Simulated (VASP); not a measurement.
# ZnSe(110): relaxation, ionisation energy and affinity

Aim: ionisation energy and electron affinity of ZnSe(110), from a slab and a bulk run lined up through core potentials.

Program: VASP 6.6.1. Level of theory: PBE; plane waves and PAW (Zn, Se). Results are calculated unless marked as measured.

This is a report of a sequence of runs, with most program output left out.

### 1. Set-up

Symmetry: F-43m, No. 216, cubic system. Conventional cell: a = 5.670 Å, b = 5.670 Å, c = 5.670 Å, α = 90.00°, β = 90.00°, γ = 90.00°. Nearest to Zn lie 4 Se at 2.46 Å. Nearest to Se lie 4 Zn at 2.46 Å. Farther neighbours and most contacts between anions are not listed.

### 2. Relaxing the bulk crystal

The later steps need the crystal at this functional's own lattice; a raised cutoff keeps the stress reliable while the cell changes.

The input, INCAR:

```
SYSTEM = ZnSe
PREC = Accurate
ENCUT = 360
EDIFF = 1E-06
NELM = 120
ISMEAR = 0
SIGMA = 0.03
LREAL = .FALSE.
ALGO = Normal
GGA = PE
NBANDS = 15
LORBIT = 11
LWAVE = .FALSE.
LCHARG = .FALSE.
KPAR = 4
IBRION = 2
NSW = 40
ISIF = 3
EDIFFG = -0.02
POTIM = 0.4
```

The input, POSCAR:

```
ZnSe
1.0
    0.0000000000      2.8350000000      2.8350000000
    2.8350000000      0.0000000000      2.8350000000
    2.8350000000      2.8350000000      0.0000000000
Zn Se
1 1
Direct
    0.0000000000      0.0000000000      0.0000000000
    0.2500000000      0.2500000000      0.2500000000
```

The input, KPOINTS:

```
Automatic mesh
0
Gamma
6 6 6
0 0 0
```

Potentials, in the order of the species: Zn and Se (PBE family, release 64).

On the command line:

```bash
$ mpirun -np 4 vasp_std
```

Wall time 4.6 s (4 MPI ranks of Intel Xeon 6975P-C (Granite Rapids), shared host); peak memory 0.56 GiB.

The run keeps the 24 symmetry operations of its start, so it cannot find a distortion of lower symmetry.

Step by step:

| step | energy less that of the first step (eV) | largest force (eV/Å) | pressure (GPa) | volume (Å³) |
| --- | --- | --- | --- | --- |
| 1 | 0.0000 | 0.0000 | 2.06 | 45.57 |
| 2 | -0.0096 | 0.0000 | 0.01 | 47.13 |

| conventional cell, symmetrised | before | after | change |
| --- | --- | --- | --- |
| a (Å) | 5.670 | 5.734 | +1.1 % |
| b (Å) | 5.670 | 5.734 | +1.1 % |
| c (Å) | 5.670 | 5.734 | +1.1 % |
| volume (Å³/atom) | 22.79 | 23.57 | +3.4 % |

Final coordinates:

```xyz
2
Lattice="0.0000 2.8670 2.8670 2.8670 0.0000 2.8670 2.8670 2.8670 0.0000" Properties=species:S:1:pos:R:3 pbc="T T T"
Zn    0.0000    0.0000    0.0000
Se    1.4335    1.4335    1.4335
```

Numbers from this step:

| Property | Result |
| --- | --- |
| electronic cycles | 22 |
| electrons | 18 |
| free energy (TOTEN) | -6.022 eV |
| Fermi energy | 1.530 eV |

The run ended after 2 ionic steps, 0.010 eV below its first step, once forces and stress met EDIFFG = -0.02.

### 3. Band edges of the bulk

A static bulk run at the slab's cutoff gives the band edges and the core potentials that tie them to the slab.

The input, INCAR:

```
SYSTEM = ZnSe
PREC = Normal
ENCUT = 320
EDIFF = 1E-06
NELM = 120
ISMEAR = 0
SIGMA = 0.03
LREAL = .FALSE.
ALGO = Normal
GGA = PE
NBANDS = 15
LORBIT = 11
LWAVE = .FALSE.
LCHARG = .FALSE.
KPAR = 4
```

The input, POSCAR:

```
ZnSe
1.0
    0.0000000000      2.8669893291      2.8669893291
    2.8669893291      0.0000000000      2.8669893291
    2.8669893291      2.8669893291      0.0000000000
Zn Se
1 1
Direct
    0.0000000000      0.0000000000      0.0000000000
    0.2500000000      0.2500000000      0.2500000000
```

The input, KPOINTS:

```
Automatic mesh
0
Gamma
13 13 13
0 0 0
```

On the command line:

```bash
$ mpirun -np 4 vasp_std
```

Elapsed: 3.6 s, on 4 MPI ranks; peak memory 0.53 GiB; 7.6 s of CPU time.

The gap is read on the k-mesh alone, so it is an upper bound where the band edges lie off the mesh.

Numbers from this step:

- electronic cycles: 13
- free energy (TOTEN): -6.032 eV
- Fermi energy: 1.482 eV
- metallic: no
- gap on the k-mesh: 1.146 eV
- least direct gap on the k-mesh: 1.146 eV

### 4. Relaxing the slab

System of this step: ZnSe(110). The cell holds 18 atoms: 9 Zn and 9 Se. Cell: a = 4.055 Å, b = 5.734 Å, c = 32.218 Å, α = 90.0°, β = 90.0°, γ = 90.0°. It derives from ZnSe. 9 layers, cut at this functional's lattice. Vacuum lies along c.

All atoms relax at the fixed cell.

The input, INCAR:

```
SYSTEM = ZnSe
PREC = Normal
ENCUT = 320
EDIFF = 1E-05
NELM = 120
ISMEAR = 0
SIGMA = 0.03
LREAL = Auto
ALGO = Fast
GGA = PE
NBANDS = 100
LORBIT = 11
LWAVE = .FALSE.
LCHARG = .FALSE.
KPAR = 2
NCORE = 2
IBRION = 2
NSW = 60
ISIF = 2
EDIFFG = -0.03
POTIM = 0.4
MAXMIX = 40
IDIPOL = 3
LDIPOL = .TRUE.
DIPOL = 0.5 0.5 0.5
```

The input, POSCAR:

```
ZnSe
1.0
    4.0545351924      0.0000000000      0.0000000000
    0.0000000000      5.7339786582      0.0000000000
    0.0000000000      0.0000000000     32.2181407696
Zn Se
9 9
Direct
    0.0000000000      0.0000000000      0.2483073100
    0.5000000000      0.5000000000      0.3112304900
    0.0000000000      0.0000000000      0.3741536600
    0.5000000000      0.5000000000      0.4370768300
    0.0000000000      0.0000000000      0.5000000000
    0.5000000000      0.5000000000      0.5629231700
    0.0000000000      0.0000000000      0.6258463400
    0.5000000000      0.5000000000      0.6887695100
    0.0000000000      0.0000000000      0.7516926900
    0.0000000000      0.7500000000      0.3112304900
    0.5000000000      0.2500000000      0.2483073100
    0.0000000000      0.7500000000      0.4370768300
    0.5000000000      0.2500000000      0.3741536600
    0.0000000000      0.7500000000      0.5629231700
    0.5000000000      0.2500000000      0.5000000000
    0.0000000000      0.7500000000      0.6887695100
    0.5000000000      0.2500000000      0.6258463400
    0.5000000000      0.2500000000      0.7516926900
```

The input, KPOINTS:

```
Automatic mesh
0
Gamma
6 4 1
0 0 0
```

On the command line:

```bash
$ mpirun -np 4 vasp_std
```

Wall time 4.9 min (4 MPI ranks); peak memory 1.1 GiB; 19 min of CPU time.

The run keeps the 4 symmetry operations of its start, so it cannot find a distortion of lower symmetry.

Relaxation path:

| step | energy less that of the first step (eV) | largest force (eV/Å) |
| --- | --- | --- |
| 1 | 0.0000 | 1.4590 |
| 2 | -0.2351 | 1.1972 |
| 3 | -0.5888 | 0.5682 |
| 4 | -0.6032 | 0.6335 |
| 5 | -0.7570 | 0.4968 |
| 6 | -0.9334 | 0.2494 |
| 7 | -0.9356 | 0.2914 |
| 8 | -0.9615 | 0.1145 |
| 9 | -0.9615 | 0.1163 |
| 10 | -0.9710 | 0.0988 |
| 11 | -0.9742 | 0.1127 |
| 12 | -0.9801 | 0.0570 |
| 13 | -0.9811 | 0.0459 |
| 14 | -0.9812 | 0.0522 |
| 15 | -0.9828 | 0.0305 |
| 16 | -0.9828 | 0.0348 |
| 17 | -0.9840 | 0.0399 |
| 18 | -0.9842 | 0.0531 |
| 19 | -0.9849 | 0.0227 |

The atoms that moved most (Å):

| atom | dx | dy | dz | length |
| --- | --- | --- | --- | --- |
| Zn1 | 0.000 | 0.326 | 0.460 | 0.564 |
| Zn9 | 0.000 | 0.326 | -0.460 | 0.564 |
| Se11 | 0.000 | 0.034 | -0.199 | 0.201 |
| Se18 | 0.000 | 0.034 | 0.199 | 0.201 |
| Zn8 | 0.000 | -0.093 | 0.139 | 0.167 |
| Zn2 | 0.000 | -0.093 | -0.139 | 0.167 |
| Se10 | 0.000 | -0.078 | 0.012 | 0.079 |
| Se16 | 0.000 | -0.078 | -0.012 | 0.079 |

Final coordinates:

```xyz
18
Lattice="4.0545 0.0000 0.0000 0.0000 5.7340 0.0000 0.0000 0.0000 32.2181" Properties=species:S:1:pos:R:3
Zn    0.0000    0.3263    8.4601
Zn    2.0273    2.7741    9.8880
Zn    0.0000   -0.0456   12.0716
Zn    2.0273    2.8209   14.0483
Zn    0.0000   -0.0219   16.1091
Zn    2.0273    2.8209   18.1699
Zn    0.0000   -0.0456   20.1466
Zn    2.0273    2.7741   22.3302
Zn    0.0000    0.3263   23.7580
Se    0.0000    4.2221   10.0394
Se    2.0273    1.4678    7.8015
Se    0.0000    4.2614   14.0889
Se    2.0273    1.3973   12.0069
Se    0.0000    4.2614   18.1292
Se    2.0273    1.4103   16.1091
Se    0.0000    4.2221   22.1788
Se    2.0273    1.3973   20.2113
Se    2.0273    1.4678   24.4167
```

This step gave:

```
electronic cycles              : 168
electrons                      : 162
free energy (TOTEN)            : -53.3630 eV
Fermi energy                   : -1.569 eV
dipole moment                  : 0, 0, 0 e·Å
gap on the k-mesh              : 1.458 eV
least direct gap on the k-mesh : 1.458 eV
```

The run ended after 19 ionic steps, 0.985 eV below its first step, once the forces on the free atoms met EDIFFG = -0.03.

### 5. Potential and states of the slab

A static run writes the electrostatic potential without exchange and correlation (LVHAR), which is flat in the vacuum and gives the level to count from. The dipole correction cancels the field that unlike faces would set up across the vacuum.

The input, INCAR:

```
SYSTEM = ZnSe
PREC = Normal
ENCUT = 320
EDIFF = 1E-06
NELM = 120
ISMEAR = 0
SIGMA = 0.03
LREAL = Auto
ALGO = Fast
GGA = PE
NBANDS = 100
LORBIT = 11
LWAVE = .FALSE.
LCHARG = .TRUE.
KPAR = 2
IDIPOL = 3
LDIPOL = .TRUE.
DIPOL = 0.5 0.5 0.5
LVHAR = .TRUE.
LVACPOTAV = .TRUE.
NEDOS = 1500
```

The input, POSCAR:

```
ZnSe
1.0
    4.0545351924      0.0000000000      0.0000000000
    0.0000000000      5.7339786582      0.0000000000
    0.0000000000      0.0000000000     32.2181407696
Zn Se
9 9
Direct
    0.0000000000      0.0569135799      0.2625891071
    0.5000000000      0.4837923787      0.3069069177
    0.0000000000      0.9920532079      0.3746824639
    0.5000000000      0.4919680607      0.4360354792
    0.0000000000      0.9961886024      0.5000000000
    0.5000000000      0.4919680607      0.5639645208
    0.0000000000      0.9920532079      0.6253175361
    0.5000000000      0.4837923787      0.6930930823
    0.0000000000      0.0569135799      0.7374108929
    0.0000000000      0.7363317625      0.3116065850
    0.5000000000      0.2559881230      0.2421450286
    0.0000000000      0.7431888966      0.4372968980
    0.5000000000      0.2436933158      0.3726743486
    0.0000000000      0.7431888966      0.5627031020
    0.5000000000      0.2459527474      0.5000000000
    0.0000000000      0.7363317625      0.6883934150
    0.5000000000      0.2436933158      0.6273256514
    0.5000000000      0.2559881230      0.7578549714
```

KPOINTS is that of step 4.

The input, KPOINTS_OPT:

```
Line mode
14
Line-mode
Reciprocal
  0.00000000   0.00000000   0.00000000 GAMMA
  0.50000000   0.00000000   0.00000000 X

  0.50000000   0.00000000   0.00000000 X
  0.50000000   0.50000000   0.00000000 S

  0.50000000   0.50000000   0.00000000 S
  0.00000000   0.50000000   0.00000000 Y

  0.00000000   0.50000000   0.00000000 Y
  0.00000000   0.00000000   0.00000000 GAMMA

  0.00000000   0.00000000   0.00000000 GAMMA
  0.50000000   0.50000000   0.00000000 S
```

On the command line:

```bash
$ mpirun -np 4 vasp_std
```

Wall time 2.5 min (4 MPI ranks); peak memory 1.5 GiB.

This step gave:

```yaml
electronic_cycles: 17
fermi_energy: -1.592 eV
least_gap_on_mesh_and_path: 1.458 eV
least_direct_gap_on_mesh_and_path: 1.458 eV
vacuum_levels: 3.952, 3.952 eV
ionisation_potentials_of_the_upper_and_lower_face: 5.673, 5.673 eV
electron_affinities_of_the_upper_and_lower_face: 4.215, 4.215 eV
```

Electronic bands along the path, in eV, zero at the valence-band top; v1 is the highest filled band, c1 the lowest empty one:

| point | v4 | v3 | v2 | v1 | c1 | c2 | c3 | c4 |
| --- | --- | --- | --- | --- | --- | --- | --- | --- |
| Γ | -0.21 | -0.12 | -0.06 | 0.00 | 1.46 | 2.11 | 2.75 | 3.13 |
| 0.54 of the way | -0.97 | -0.91 | -0.73 | -0.40 | 3.13 | 3.36 | 3.37 | 3.55 |
| X | -1.36 | -1.03 | -0.99 | -0.83 | 2.66 | 2.78 | 3.38 | 3.48 |
| 0.46 of the way | -1.12 | -1.04 | -0.91 | -0.79 | 3.02 | 3.09 | 3.48 | 3.52 |
| S | -0.98 | -0.94 | -0.72 | -0.70 | 2.58 | 2.79 | 3.03 | 3.61 |
| 0.46 of the way | -0.85 | -0.80 | -0.66 | -0.64 | 3.35 | 3.37 | 3.61 | 3.77 |
| Y | -0.77 | -0.75 | -0.64 | -0.63 | 2.58 | 2.59 | 2.83 | 2.90 |
| 0.46 of the way | -0.42 | -0.42 | -0.38 | -0.36 | 2.59 | 2.61 | 2.70 | 2.79 |
| Γ | -0.21 | -0.12 | -0.06 | 0.00 | 1.46 | 2.11 | 2.75 | 3.13 |
| 0.46 of the way | -0.74 | -0.71 | -0.43 | -0.43 | 2.83 | 3.33 | 3.56 | 3.60 |
| S | -0.98 | -0.94 | -0.72 | -0.70 | 2.58 | 2.79 | 3.03 | 3.61 |

Of the projections kept (Zn, Se), the largest for each band there; the rest of the weight can lie on other orbitals:

| point | v4 | v3 | v2 | v1 | c1 | c2 | c3 | c4 |
| --- | --- | --- | --- | --- | --- | --- | --- | --- |
| Γ | Se 0.77 | Se 0.79 | Se 0.78 | Se 0.79 | Zn 0.50 | Se 0.57 | Se 0.53 | Zn 0.63 |
| X | Se 0.80 | Se 0.76 | Se 0.82 | Se 0.81 | Zn 0.68 | Zn 0.68 | Zn 0.63 | Zn 0.64 |
| S | Se 0.76 | Se 0.77 | Se 0.79 | Se 0.82 | Zn 0.68 | Zn 0.59 | Zn 0.63 | Zn 0.52 |
| Y | Se 0.73 | Se 0.74 | Se 0.79 | Se 0.79 | Zn 0.65 | Zn 0.63 | Zn 0.58 | Zn 0.63 |
| Γ | Se 0.77 | Se 0.79 | Se 0.78 | Se 0.79 | Zn 0.50 | Se 0.57 | Se 0.53 | Zn 0.63 |
| S | Se 0.76 | Se 0.77 | Se 0.79 | Se 0.82 | Zn 0.68 | Zn 0.59 | Zn 0.63 | Zn 0.52 |

The planar average of the electrostatic potential oscillates, so the rows of the table below give means over windows of 2.12 Å about each position, cut where the curve ends. Its maxima inside the range that stand out by 2 % of the span (Å: eV): 8.8: 0.609, 11.0: 1.68, 13.1: 1.60, 15.1: 1.66, 17.1: 1.66, 19.1: 1.60, 21.3: 1.68, 23.4: 0.609. Its minima: 8.1: -2.91, 10.0: -3.79, 12.1: -3.51, 14.1: -3.55, 16.1: -3.52, 18.1: -3.55, 20.1: -3.51, 22.3: -3.79, 24.2: -2.91.

Zero at the Fermi level. Table of planar average of the electrostatic potential by height; means over each step:

height (Å), planar average of the electrostatic potential (eV) and a bar from the least value:
```
     1.06       5.55 ##############################
     3.18       5.55 ##############################
     5.30       5.49 ##############################
     7.42       0.52 #########
     9.54      -1.78 
    11.66      -1.35 ##
    13.78      -1.35 ##
    15.90      -1.31 ##
    18.02      -1.31 ##
    20.14      -1.26 ##
    22.26      -1.70 
    24.38      -0.40 ######
    26.50       5.35 #############################
    28.62       5.55 ##############################
    30.74       5.55 ##############################
```

Density of states in the PAW spheres, an atom over height of the layer and energy from the Fermi level.

Ten even steps from '0' (0.00 states/eV) to '9' (1.27 states/eV), each cell a mean:
```
00000000000000000
00000000000000000
00000000000000000
00011001010011000
41144114241144114
82155114241155128
92266226462266229
92256226362265229
71255226562255217
52267227472276225
31146225452264113
31154224342245113
21144225352244112
21132113231123112
11111011111011111
11110000000001111
11110111111101111
23121111111112132
13221211111212231
13333333333333331
12544555555544521
00111111111111100
```
Columns: height of the layer (Å) from 7.8 to 24.4 (not evenly spaced); rows upwards: energy from the Fermi level (eV) from -4.9 to 0.5.

Valence density in the cb plane at fractional x = 0.000, with atoms of Zn and Se within 0.2 Å of it. It is the smooth field of the valence electrons, not physical close to the nuclei.

Ten steps, logarithmic in the rise over the least value, from '0' (0 e/Å³) to '9' (16 e/Å³), each cell a mean:
```
00000000000000000001135653222225997322222258
00000000000000000000112223333323564333333335
00000000000000000000011123433432222234334322
00000000000000000000001123302432111233024321
00000000000000000000001123323331111233333311
00000000000000000000000113333321111123333211
00000000000000000000000112232211001112222110
00000000000000000000000011111111000111111110
00000000000000000000000111111110000011111100
00000000000000000000111111110001111000000011
00000000000000000001111111100011111100000111
00000000000000000001122321110111111110001111
00000000000000000001136762111112332111001123
00000000000000000001259984211124775211111247
00000000000000000001258984211126998421111269
```
Columns run along c (16.0 Å, from fractional 0.00 to 0.50 of the cell), rows up along b (5.7 Å). Atoms in or near the plane, at fractional coordinates: Zn at (0.26, 0.06), Zn at (0.37, 0.99), Zn at (0.50, 0.00), Se at (0.31, 0.74), Se at (0.44, 0.74).

Electrostatic potential energy in the cb plane at fractional x = 0.000, with atoms of Zn and Se within 0.2 Å of it. With pseudopotentials it is smooth inside the atoms' cores, unlike the true potential.

Ten even steps from '0' (-39 eV) to '9' (4 eV), each cell a mean:
```
99999999999999999999866667888876676688888766
99999999999999999999987777534786666775236866
99999999999999999999999985000278778850002788
99999999999999999999999982031078999830310689
99999999999999999999999983010179999840001799
99999999999999999999999997312589999974126899
99999999999999999999999999877899999998788999
99999999999999999999999999999999999999999999
99999999999999999999999999999999999999999999
99999999999999999999999999999999999999999999
99999999999999999999999899999999999999999999
99999999999999999999987778999999889999999998
99999999999999999999866667899998777899999987
99999999999999999999766766899986666789999866
99999999999999999999766766899976776689999767
```
Columns run along c (16.0 Å, from fractional 0.00 to 0.50 of the cell; values clipped at the 3rd and 97th percentile), rows up along b (5.7 Å). Atoms in or near the plane, at fractional coordinates: Zn at (0.26, 0.06), Zn at (0.37, 0.99), Zn at (0.50, 0.00), Se at (0.31, 0.74), Se at (0.44, 0.74).

The map of layer states is cut here 0.5 eV above the Fermi level, so it leaves out the states above that, and it starts at -5 eV, leaving out a taller peak below that would set the scale.

The vacuum level lies 5.67 eV above the highest filled level at the upper face; both faces agree, as the slab has next to no dipole.

The program found no field-free point at its default tolerance, but its printed level agrees with the flat part of the planar average.

### 6. Lining up bulk and slab

This step: band edges against the vacuum, PBE; plane waves and PAW (VASP 6.6.1).

No new run; the numbers come from the runs before.

Numbers from this step:

```
ionisation energy       : 5.658 eV
offset spread           : 0.01040 eV
bulk gap                : 1.146 eV
slab gap                : 1.458 eV
electron affinity       : 4.512 eV
buckling                : 0.6587 Å
tilt                    : 29.99 degree
surface energy, relaxed : 0.3183 J/m²
```

The averaged core potentials of the four middle atoms lie -3.029 eV from those of the bulk run. The bulk valence top (1.323 eV), moved by that offset, is taken from the upper vacuum level (3.952 eV).

### 7. What came out

- ionisation energy: 5.66 eV
- electron affinity: 4.51 eV
- buckling: 0.659 Å
- surface energy, relaxed: 0.318 J/m²

The bulk valence-band top lies 5.66 eV below the vacuum of ZnSe(110), and the conduction-band bottom 4.51 eV. The top layer buckles by 0.66 Å, a tilt of 30°, with Se outermost, as the anion takes the dangling-bond electrons and the cation flattens towards sp². The surface costs 0.32 J/m². The slab's least gap is 1.46 eV, against 1.15 eV in the bulk. Confinement widens it, surface states can narrow it, and the two gaps need not lie at the same wave vector; the faces' own affinities count to the slab's lowest empty state. The offsets of the four middle atoms spread by 0.01 eV; a shift common to all four would not show in it. One thickness was run. Semilocal band edges put the valence top too high and the gap too small. Spin-orbit coupling, left out here, would raise the valence top further.

[Lines on the potential files, build, host, timing and source positions are cut from VASP's logs without a mark.]

[Logs are printed without paths, hosts, clocks, repeated set-up lines and the standing remarks that a program may print on its own settings, such as how far it seeks lower states.]

[Hosts, paths, dates, database ids (printed as entryN), source tags and the programs' standing remarks are cut or masked in the printed files.]

[Runs that stopped without an error message from VASP are left out.]
